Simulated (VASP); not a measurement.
```
CELL_PARAMETERS angstrom
      2.91409     0.00000     0.00000
     -1.45705     2.52368     0.00000
      0.00000     0.00000     5.02715
ATOMIC_POSITIONS crystal
  Cu 0.00000 0.00000 0.00000
  Cu 0.00000 0.00000 0.50000
  O  0.33333 0.66667 0.25000
  O  0.66667 0.33333 0.75000
```

These are PBEsol GGA, VASP's PBE PAW potentials (set 64) (plane waves; VASP 6.6.1) values and carry that method's errors. Settings: 520 eV cut-off, Gaussian smearing of 0.050 eV, potentials Cu O.

Problem. Give the energies of bands 6 to 19 at the high-symmetry points, in eV from the Fermi level.

Solution. 
```json
[
 {"band": "6", "Γ": "-3.63", "M": "-5.21", "K": "-5.33", "A": "-4.31", "L": "-5.06", "H": "-5.90"},
 {"band": "7", "Γ": "-2.79", "M": "-4.99", "K": "-5.33", "A": "-4.31", "L": "-4.64", "H": "-5.22"},
 {"band": "8", "Γ": "-2.63", "M": "-3.64", "K": "-4.69", "A": "-4.31", "L": "-4.64", "H": "-5.22"},
 {"band": "9", "Γ": "-2.63", "M": "-3.52", "K": "-2.40", "A": "-2.36", "L": "-2.78", "H": "-2.39"},
 {"band": "10", "Γ": "-2.56", "M": "-2.44", "K": "-2.17", "A": "-2.36", "L": "-2.78", "H": "-2.39"},
 {"band": "11", "Γ": "-2.56", "M": "-2.02", "K": "-2.17", "A": "-2.36", "L": "-1.88", "H": "-1.99"},
 {"band": "12", "Γ": "-2.38", "M": "-1.96", "K": "-2.15", "A": "-2.36", "L": "-1.88", "H": "-1.99"},
 {"band": "13", "Γ": "-2.38", "M": "-1.87", "K": "-2.15", "A": "-2.21", "L": "-1.69", "H": "-1.82"},
 {"band": "14", "Γ": "-1.88", "M": "-1.80", "K": "-1.53", "A": "-2.21", "L": "-1.69", "H": "-1.82"},
 {"band": "15", "Γ": "-1.88", "M": "-1.47", "K": "-0.69", "A": "-0.32", "L": "-0.56", "H": "-1.51"},
 {"band": "16", "Γ": "-1.08", "M": "-1.38", "K": "-0.69", "A": "-0.32", "L": "-0.56", "H": "-1.51"},
 {"band": "17", "Γ": "0.55", "M": "0.38", "K": "-0.62", "A": "-0.32", "L": "-0.43", "H": "0.49"},
 {"band": "18", "Γ": "0.55", "M": "0.57", "K": "-0.62", "A": "-0.32", "L": "-0.43", "H": "0.49"},
 {"band": "19", "Γ": "1.37", "M": "6.32", "K": "7.82", "A": "4.17", "L": "5.93", "H": "8.40"}
]
```

It has no gap at this level: it comes out as a metal or semimetal.

The structure was generated: CuO was put into the NiAs type (P6_3/mmc), which need not be its known phase. It was relaxed first, which changed the volume by +34 %.
